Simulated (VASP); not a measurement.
```
BeTe
1.0
    0.00000     2.48585     2.48585
    2.48585     0.00000     2.48585
    2.48585     2.48585     0.00000
Be Te
1 1
Direct
  0.00000   0.00000   0.00000
  0.25000   0.25000   0.25000
```

The numbers are results of PBEsol GGA, VASP's PBE PAW potentials (set 64) (plane waves; VASP), not measurements. Run with 500 eV cut-off, 9×9×9 Γ-centred mesh, Gaussian smearing of 0.050 eV, potentials Be Te.

**Question.** What does the run give for the energy per atom (σ→0), pressure?

**Answer.** 
```yaml
energy per atom (σ→0): -3.409 eV/atom
pressure: 44.90 GPa
```

Only differences to runs with the same potentials and settings are physical.

The structure was generated: BeTe was put into the zinc blende type (F-43m), which need not be its known phase. It was relaxed first under an external pressure of 45 GPa.
